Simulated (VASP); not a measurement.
OSZICAR of a VASP run on Zn (hcp):

**OSZICAR**
```
       N       E                     dE             d eps       ncg     rms          rms(c)
DAV:   1     0.892576292343E+02    0.89258E+02   -0.12671E+04  5080   0.253E+03
DAV:   2     0.363562732638E+00   -0.88894E+02   -0.87673E+02  4920   0.299E+02
DAV:   3    -0.178676200230E+01   -0.21503E+01   -0.21468E+01  5840   0.577E+01
DAV:   4    -0.179147473172E+01   -0.47127E-02   -0.47126E-02  5696   0.259E+00
DAV:   5    -0.179147987793E+01   -0.51462E-05   -0.51470E-05  5712   0.727E-02    0.832E+00
DAV:   6    -0.142220077830E+01    0.36928E+00   -0.13955E+00  5008   0.299E+01    0.535E+00
DAV:   7    -0.139450942037E+01    0.27691E-01   -0.47027E-02  5856   0.412E+00    0.246E+00
DAV:   8    -0.138453720582E+01    0.99722E-02   -0.18510E-03  7080   0.106E+00    0.472E-02
DAV:   9    -0.138451578075E+01    0.21425E-04   -0.24414E-04  6944   0.224E-01    0.232E-02
DAV:  10    -0.138451755931E+01   -0.17786E-05   -0.17676E-05  5224   0.496E-02    0.405E-03
DAV:  11    -0.138451714760E+01    0.41172E-06   -0.26818E-07  3368   0.541E-03
   1 F= 0.48996861E+01 E0= 0.48996497E+01  d E =0.489969E+01
       N       E                     dE             d eps       ncg     rms          rms(c)
DAV:   1    -0.139786043958E+01   -0.13343E-01   -0.14809E-02  5040   0.256E+00    0.260E-01
DAV:   2    -0.139668508135E+01    0.11754E-02   -0.38755E-03  5472   0.156E+00    0.942E-02
DAV:   3    -0.139654625155E+01    0.13883E-03   -0.67992E-05  5440   0.137E-01    0.501E-02
DAV:   4    -0.139649236305E+01    0.53888E-04   -0.21596E-05  7568   0.956E-02    0.390E-03
DAV:   5    -0.139649299439E+01   -0.63133E-06   -0.27654E-06  4352   0.215E-02
   2 F= 0.48997045E+01 E0= 0.48996582E+01  d E =0.184833E-04
       N       E                     dE             d eps       ncg     rms          rms(c)
DAV:   1    -0.138961849495E+01    0.68739E-02   -0.56130E-03  5024   0.158E+00    0.161E-01
DAV:   2    -0.138917085455E+01    0.44764E-03   -0.14928E-03  5440   0.967E-01    0.582E-02
DAV:   3    -0.138912048681E+01    0.50368E-04   -0.27096E-05  5392   0.876E-02    0.310E-02
DAV:   4    -0.138910043605E+01    0.20051E-04   -0.74038E-06  6432   0.596E-02    0.229E-03
DAV:   5    -0.138910037287E+01    0.63178E-07   -0.16818E-06  3296   0.165E-02
   3 F= 0.48996755E+01 E0= 0.48996359E+01  d E =-.105242E-04
```

**Question.** Which electronic solver shows in the log?

**Answer.** It is blocked Davidson (ALGO = Normal, or the opening steps of other solvers). The INCAR had ALGO = Normal.

**Question.** Can the final energy be trusted as converged?

**Answer.** The run converged. It stopped with EDIFF = 1E-6, NELM = 100, NSW = 40 and EDIFFG = -0.02 after 3 ionic steps (PBE GGA, plane waves, VASP's PBE PAW potentials (set 64)).

The compound is Zn in the hcp structure. This run relaxes it under an external pressure of 45 GPa. Symmetry was kept, so distortions that lower it aren't found.
